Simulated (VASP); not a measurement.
The input files of a VASP run:

**INCAR**
```
! general
SYSTEM   =  Ga
PREC     =  Accurate
ENCUT    =  400
LREAL    =  .FALSE.
LASPH    =  .TRUE.   ! aspherical one-centre terms

! electronic loop
EDIFF    =  1E-8   ! SCF stop (eV)
NELM     =  100
ALGO     =  Normal
LMAXMIX  =  4   ! l cut-off of mixed one-centre charges

! smearing
ISMEAR   =  1   ! Methfessel-Paxton
SIGMA    =  0.1   ! width (eV)

! functional
GGA      =  PS

! ions
IBRION   =  1   ! quasi-Newton
NSW      =  30
ISIF     =  2
EDIFFG   =  -0.001   ! ionic stop

! output
LWAVE    =  .FALSE.
LCHARG   =  .FALSE.
```

File POSCAR:
```
Ga
1
    2.2014300792    -3.7930763073     0.0000000000
    2.2014300792     3.7930763073     0.0000000000
    0.0000000000    -0.0000000000     4.5247719308
Ga
4
Direct
  0.1555209158   0.8444790842   0.9176342126
  0.3444790842   0.6555209158   0.4176342126
  0.6555209158   0.3444790842   0.5823657874
  0.8444790842   0.1555209158   0.0823657874
```

### KPOINTS
```
Automatic mesh
0
gamma
  7 7 6
0 0 0
```

POTCAR, in this order: Ga_d (PBE.64 set). Program: vasp_std.

Problem. Write an equivalent input for Ansatz.

Solution. One equivalent input (not run):
Ansatz 0.2 input:
```yaml
crystal:
  lattice:
    - [2.2014301, -3.7930763, 0.0000000]
    - [2.2014301, 3.7930763, 0.0000000]
    - [0.0000000, 0.0000000, 4.5247719]
  atoms:
    - { symbol: Ga, position: [0.1555209, 0.8444791, 0.9176342] }
    - { symbol: Ga, position: [0.3444791, 0.6555209, 0.4176342] }
    - { symbol: Ga, position: [0.6555209, 0.3444791, 0.5823658] }
    - { symbol: Ga, position: [0.8444791, 0.1555209, 0.0823658] }
kpoints:
  mp_grid: { grid: [7, 7, 6] }
hamiltonian:
  xc: pbesol
  pseudopotentials: { kind: paw }
scf:
  occupations: { method: methfessel_paxton, width: 0.1 }
  max_iter: 100
relax:
  max_steps: 30
  f_tol: 0.001
output: { forces: true, stress: true, eigenvalues: true }
```
The two are equivalent in intent, not identical: each code has its own PAW files, so the cut-off isn't converted (ENCUT is set for VASP's; basis.ecutwfc is left out, and Ansatz then takes the one that its files recommend); Ansatz stops its SCF on the density residual and VASP on the energy change (EDIFF).

The compound is Ga in the alpha structure. This run relaxes the ions in a fixed cell. Symmetry was kept, so distortions that lower it aren't found. The start is the result of an earlier pass.
